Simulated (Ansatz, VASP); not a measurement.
**Cross-check of SiSnSb2 (chalcopyrite type (invented)) between VASP and Ansatz**

Wanted: the spread between two codes on one cell, functional and k mesh. The cell is generated by rule, not measured, and may not be a known phase. The cell is taken from a series of runs on this material, whose earlier steps may have relaxed, scaled, displaced or heated it; both programs get it as it stands.

Calculated with Ansatz 0.2.0; plane waves, with VASP 6.6.1 beside it; PBEsol.

## 1. The starting structure

Symmetry: I-42d, No. 122, tetragonal system. The conventional cell has a = 7.999 Å, b = 7.999 Å, c = 6.169 Å, α = 90.00°, β = 90.00°, γ = 90.00°. Nearest to Sn lie 4 Sb at 3.07 Å and 2 Si at 3.08 Å. Nearest to Si lie 4 Sb at 2.80 Å and 2 Sn at 3.08 Å. Nearest to Sb lie 2 Si at 2.80 Å and 2 Sn at 3.07 Å and 2 Sb at 3.11 Å. Farther neighbours are not listed.

## 2. Ansatz: relaxation of cell and atoms, PBEsol

Ansatz runs on its default PAW (the set named soft_2) files.

The relaxed volume is the usual yardstick between codes: in a stiff, nearly cubic crystal its relative difference is about their pressure difference at one cell divided by the bulk modulus.

Contents of input.yaml:

```yaml
crystal:
  lattice:
    - [-3.999635967, 3.999635967, 3.0843204173]
    - [3.999635967, -3.999635967, 3.0843204173]
    - [3.999635967, 3.999635967, -3.0843204173]
  atoms:
    - { symbol: Sn, position: [0.0, 0.0, 0.0] }
    - { symbol: Sn, position: [0.75, 0.25, 0.5] }
    - { symbol: Si, position: [0.5, 0.5, 0.0] }
    - { symbol: Si, position: [0.25, 0.75, 0.5] }
    - { symbol: Sb, position: [0.375, 0.8501455644, -0.0248544356] }
    - { symbol: Sb, position: [0.875, 0.3998544356, 0.0248544356] }
    - { symbol: Sb, position: [0.1498544356, 0.125, 0.5248544356] }
    - { symbol: Sb, position: [0.6001455644, 0.625, 0.4751455644] }
kpoints:
  mp_grid: { grid: [8, 8, 8] }
hamiltonian:
  xc: pbesol
scf:
  occupations: { method: gaussian, width: 0.1 }
output:
  forces: true
  stress: true
  eigenvalues: true
relax:
  adjacent_minimum: "off"
  f_tol: 0.005
  max_steps: 80
  cell: { stress_tol: 0.05 }
```

The run is started by

```console
$ ansatz run input.yaml --threads 4 --pin off --max-ram 9216MiB --backend cpu --events-out ev --progress --plain --runs-dir out
```

Numbers of over 12 decimals in the logs are rounded to 6 here.

What it wrote:

```text
Engine: ansatz 0.2.0, aarch64-unknown-linux-gnu
Pseudopotentials: kind: paw
Pseudopotential: Sn, paw, valence charge 14, recommended cutoff 420 eV (normal), Sn.paw.azcp
Pseudopotential: Si, paw, valence charge 4, recommended cutoff 420 eV (normal), Si.paw.azcp
Pseudopotential: Sb, paw, valence charge 15, recommended cutoff 420 eV (normal), Sb.paw.azcp
Functional definition: PBEsol
  exchange = pbesol_x
  correlation = pbesol_c
Crystal: 8 atoms, lattice volume = 197.361 Å³
Basis set: ecut = 420 eV, 3863 PW (Γ), exchange–correlation on 90×90×90 points (8 copies of the dense FFT grid, shifted against one another)
Bands: 58, of which v1, the nominal top of the filled ones, is band 48 counted from 1 (47 counted from 0)
Symmetry: 8 space group operations
Space group: I-42d (ITA 122), of the structure as read, at distance tolerance 5.8e-5 Å
k-points: 59 of 512 (time reversal used)
Non-local potential: Sn, projectors of the file, l = 0: 2, l = 1: 2, l = 2: 2, l = 3: 2
Non-local potential: Si, projectors of the file, l = 0: 2, l = 1: 2, l = 2: 2
Non-local potential: Sb, projectors of the file, l = 0: 2, l = 1: 2, l = 2: 2, l = 3: 2
PAW form: soft (Blöchl's): semilocal exchange-correlation on the pseudo side does not see the compensation charge
PAW frozen core: Sn, regenerated for the run's functional, and the local potential with it (the file was generated under x = pbe(κ = 0.804, μ = 0.219515), c = pbe(β = 0.066725))
PAW frozen core: Si, regenerated for the run's functional, and the local potential with it (the file was generated under x = pbe(κ = 0.804, μ = 0.219515), c = pbe(β = 0.066725))
PAW frozen core: Sb, regenerated for the run's functional, and the local potential with it (the file was generated under x = pbe(κ = 0.804, μ = 0.219515), c = pbe(β = 0.066725))
PAW one-centre angular grid: Sn, 590 points (default); XC on 64 Gauss nodes
PAW one-centre angular grid: Si, 110 points (default); XC on 64 Gauss nodes
PAW one-centre angular grid: Sb, 590 points (default); XC on 64 Gauss nodes
Initial density: superposition of atomic densities (neutral atoms: chi_scale 0, normalization atom), corrected by the library's trained network
Initial wavefunctions: pseudopotential atomic-orbital guess
Functional: x = pbesol(κ = 0.804, μ = 0.123457), c = pbesol(β = 0.046)
SCF iter   1: F=—  HF=-38773.394048 eV  |F-HF|=—  |Δ(HF+E_count)|=         —  Δρ=2.95e-3  dr2=2.65e-2  ethr=1.77e-3  ⟨swp⟩=7.2  Hψ=13709  notcnv=0  defer=1
preconditioner: auto → Kerker (q_TF=auto, 2.420 Å⁻¹)  [metal: Δε(μ)=0.028 eV  Ē_g=7.489 eV  σ=0.100 eV  W_gap=0.16  n_scr=46 (ndim 8)  ℏωp=15.9 eV  f_vac=0.000  D(μ)=3.88/eV (n_scr^D=16)]
SCF iter   2: F=—  HF=-38773.384159 eV  |F-HF|=—  |Δ(HF+E_count)|=   9.89e-3  Δρ=1.98e-3  dr2=9.35e-3  ethr=2.76e-5  ⟨swp⟩=2.0  Hψ=4332  notcnv=0  defer=4
SCF iter   3: F=—  HF=-38773.382313 eV  |F-HF|=—  |Δ(HF+E_count)|=   1.85e-3  Δρ=9.20e-4  dr2=1.05e-3  ethr=9.73e-6  ⟨swp⟩=2.0  Hψ=6057  notcnv=0  defer=4
SCF iter   4: F=—  HF=-38773.381679 eV  |F-HF|=—  |Δ(HF+E_count)|=   6.35e-4  Δρ=4.06e-4  dr2=2.73e-4  ethr=1.09e-6  ⟨swp⟩=2.0  Hψ=5190  notcnv=0  defer=4
SCF iter   5: F=—  HF=-38773.381571 eV  |F-HF|=—  |Δ(HF+E_count)|=   1.08e-4  Δρ=1.30e-4  dr2=3.11e-5  ethr=2.84e-7  ⟨swp⟩=2.0  Hψ=6058  notcnv=0  defer=4
SCF iter   6: F=—  HF=-38773.381549 eV  |F-HF|=—  |Δ(HF+E_count)|=   2.18e-5  Δρ=5.53e-5  dr2=4.95e-6  ethr=3.23e-8  ⟨swp⟩=2.0  Hψ=5986  notcnv=0  defer=4
SCF iter   7: F=—  HF=-38773.381547 eV  |F-HF|=—  |Δ(HF+E_count)|=   2.32e-6  Δρ=1.84e-5  dr2=5.35e-7  ethr=5.15e-9  ⟨swp⟩=3.0  Hψ=6839  notcnv=0  defer=4
SCF iter   8: F=-38773.381547 eV  HF=-38773.381547 eV  |F-HF|=5.98e-8  |Δ(HF+E_count)|=   2.76e-7  Δρ=5.22e-6  dr2=5.36e-8  ethr=1.04e-10  ⟨swp⟩=10.4  Hψ=15654  notcnv=0
SCF 1 converged in 8 iterations: F = -38773.381547 eV  dr2 = 5.36e-8
  greatest PAW one-centre occupation: 0.996 electrons in one spin orbital (limit 2), on the Sb atom at site 5 (counted from 0), in its partial waves of l = 2
relax step   1: F+E_penalty+E_count = -38773.38154656 eV  Δ(F+E_penalty+E_count) = +0.000e0 eV  max|allowed force component| = 3.704e-4 eV/Å  Δτ_max = 0.0000 Å  P = +0.001 GPa  Ω = 197.361 Å³  (8 SCF iters, dr2 threshold 1.00e-7 eV, accepted)
Initial density: handed on by an earlier stage of this run
Initial wavefunctions: pseudopotential atomic-orbital guess (no wavefunctions were taken with the density)
iter 1 solved again at ethr=7.12e-7 eV; its pass at ethr=3.10e-3 eV (dr2=6.84e-4 eV) is discarded
SCF iter   1: F=—  HF=-38773.381550 eV  |F-HF|=—  |Δ(HF+E_count)|=         —  Δρ=1.08e-5  dr2=1.44e-7  ethr=7.12e-7  ⟨swp⟩=3.0  Hψ=21227  notcnv=0
eigensolver tolerance schedule: the retry pair's looser diagonalisation over-reported the residual by 4762.65 of it (diagonalisation noise at an unbounded share of the residual, at the tolerance the schedule requests for it); recorded, not acted on — ethr = c·dr2/N_el stays at c = 1.0e-1
preconditioner: auto → Kerker (q_TF=auto, 2.420 Å⁻¹)  [metal: Δε(μ)=0.023 eV  Ē_g=7.488 eV  σ=0.100 eV  W_gap=0.13  n_scr=46 (ndim 8)  ℏωp=15.9 eV  f_vac=0.000  D(μ)=3.94/eV (n_scr^D=16)]
SCF iter   2: F=—  HF=-38773.381547 eV  |F-HF|=—  |Δ(HF+E_count)|=   3.24e-6  Δρ=3.41e-6  dr2=1.71e-8  ethr=1.50e-10  ⟨swp⟩=3.6  Hψ=7942  notcnv=0
SCF iter   3: F=—  HF=-38773.381547 eV  |F-HF|=—  |Δ(HF+E_count)|=   9.16e-9  Δρ=1.89e-6  dr2=7.71e-9  ethr=1.78e-11  ⟨swp⟩=2.0  Hψ=4157  notcnv=0
SCF iter   4: F=—  HF=-38773.381547 eV  |F-HF|=—  |Δ(HF+E_count)|=   3.57e-9  Δρ=7.92e-7  dr2=1.20e-9  ethr=8.03e-12  ⟨swp⟩=2.0  Hψ=5069  notcnv=0
SCF iter   5: F=—  HF=-38773.381547 eV  |F-HF|=—  |Δ(HF+E_count)|=  3.93e-10  Δρ=5.40e-7  dr2=3.76e-10  ethr=1.25e-12  ⟨swp⟩=2.5  Hψ=5100  notcnv=0
SCF iter   6: F=-38773.381547 eV  HF=-38773.381547 eV  |F-HF|=1.46e-11  |Δ(HF+E_count)|=  2.40e-10  Δρ=7.09e-8  dr2=8.10e-12  ethr=1.00e-12  ⟨swp⟩=4.6  Hψ=13027  notcnv=0
SCF 2 converged in 6 iterations: F = -38773.381547 eV  dr2 = 8.10e-12
  greatest PAW one-centre occupation: 0.996 electrons in one spin orbital (limit 2), on the Sb atom at site 7 (counted from 0), in its partial waves of l = 2
relax step   2: F+E_penalty+E_count = -38773.38154659 eV  Δ(F+E_penalty+E_count) = -3.102e-8 eV  max|allowed force component| = 3.717e-4 eV/Å  Δτ_max = 0.0000 Å  P = +0.001 GPa  Ω = 197.361 Å³  stress off target by 2.62e-3 GPa  SCF on the basis re-selected at this cell (its energy is not comparable with the rows above)  (6 SCF iters)
basis re-selected at this cell: Δ(F+E_penalty+E_count) = -3.102e-8 eV, ΔP = -0.000 GPa vs the last step (what re-selecting the basis moved, of the pressure what is left beyond the Pulay correction that the steps carried, after the strain that the cell walked since its last selection, with what the two solves' SCF thresholds leave and, on support functions, any second-order correction that the steps lacked; it is no m [...]
SCF converged after 6 iterations
Free energy (F): -38773.381547 eV
Harris-Foulkes:  -38773.381547 eV  (|F-HF|=1.46e-11)
Internal energy: -38773.361830 eV  (E = F + TS)
E sigma→0 (E₀):  -38773.371688 eV
Entropy (-TS):   -0.019717 eV (-2.465 meV/atom)
Fermi energy:    10.615167 eV
--- Per-component energies (eV) ---
  E_band       = -756.361504
  E_kinetic    = 1282.407814
  E_local      = -8129.485251  (includes V_loc(G=0)·N_el)
  E_nonlocal   = 1447.247489
  E_hartree    = 4003.018148
  E_xc         = -1419.761484
  E_vxc        = -676.207440  (∫ρ·V_xc dr)
  E_paw        = -27123.519169  (= ΣΔE_a)
  E_vpaw       = -2686.360631  (= ΣTr[D̂ρ^β])
  E_aug_tail   = 0.000007  (compensation charges beyond the density's cutoff)
  E_ewald      = -8835.229611
  E_core_change = 1.960229  (= ΣΔE_core)
  E_smearing   = -0.019717  (= −TS)
  E_closure    = 0.000000  (closes the sum)
  Σ components = -38773.381547   (vs F -38773.381547, Δ=0.00e0)
--- Forces (eV/Å), atoms counted from 1 ---
  atom   1  Sn     0.00000000     0.00000000     0.00000000
  atom   2  Sn     0.00000000    -0.00000000     0.00000000
  atom   3  Si     0.00000000     0.00000000    -0.00000000
  atom   4  Si     0.00000000     0.00000000    -0.00000000
  atom   5  Sb     0.00037172    -0.00000000     0.00000000
  atom   6  Sb    -0.00037172    -0.00000000     0.00000000
  atom   7  Sb    -0.00000000    -0.00037172    -0.00000000
  atom   8  Sb    -0.00000000     0.00037172    -0.00000000
  max |Σ_I F_I| component: 2.08e-16 eV/Å
--- Stress (GPa, compression-positive) ---
        0.000664       0.000000      -0.000000
       -0.000000       0.000664      -0.000000
       -0.000000      -0.000000       0.002619
  P = ⅓ Tr σ = 0.0013 GPa (0.013 kbar)
--- Band table (eV; the first three rows and the last of 59) ---
  k-point 0: bands = [... 44 lower, 7.6832, 7.6832, 12.0677, 12.8549, 13.3328, 13.3532, 13.3532, 13.3866, ... 6 higher]
  k-point 1: bands = [... 44 lower, 7.4851, 8.3332, 11.7360, 11.8428, 12.7210, 12.9915, 13.1866, 13.6150, ... 6 higher]
  k-point 2: bands = [... 44 lower, 7.2784, 9.5291, 10.4938, 10.5120, 12.6738, 12.6962, 12.8737, 12.9939, ... 6 higher]
  k-point 58: bands = [... 44 lower, 9.7704, 9.7704, 10.1540, 10.1540, 10.7762, 10.7762, 11.2300, 11.2300, ... 6 higher]
--- Relaxed structure (1 steps of the walk, 1 accepted, 1 SCFs on fresh bases) ---
  F+E_penalty+E_count = -38773.38154659 eV   max|allowed force component| = 3.717e-4 eV/Å   (the final SCF, on the basis selected at the relaxed cell)
  cell:  # Å, volume = 197.3606 Å³
    - [-3.999635967, 3.999635967, 3.0843204173]
    - [3.999635967, -3.999635967, 3.0843204173]
    - [3.999635967, 3.999635967, -3.0843204173]
  atoms:
    - { symbol: Sn, position: [0.0, 0.0, 0.0] }
    - { symbol: Sn, position: [0.750000, 0.250000, 0.500000] }
    - { symbol: Si, position: [0.5, 0.5, 0.0] }
    - { symbol: Si, position: [0.250000, 0.750000, 0.500000] }
    - { symbol: Sb, position: [0.375000, 0.850146, -0.024854] }
    - { symbol: Sb, position: [0.875000, 0.399854, 0.024854] }
    - { symbol: Sb, position: [0.1498544356, 0.125, 0.5248544356] }
    - { symbol: Sb, position: [0.6001455644, 0.625, 0.475146] }
```

[end of part 1 of 2]

[Lines on the potential files, build, host, timing and source positions are cut from VASP's logs without a mark.]

[Logs are printed without paths, hosts, clocks, repeated set-up lines and the standing remarks that a program may print on its own settings, such as how far it seeks lower states.]

[Hosts, paths, dates, database ids (printed as entryN), source tags and the programs' standing remarks are cut or masked in the printed files.]
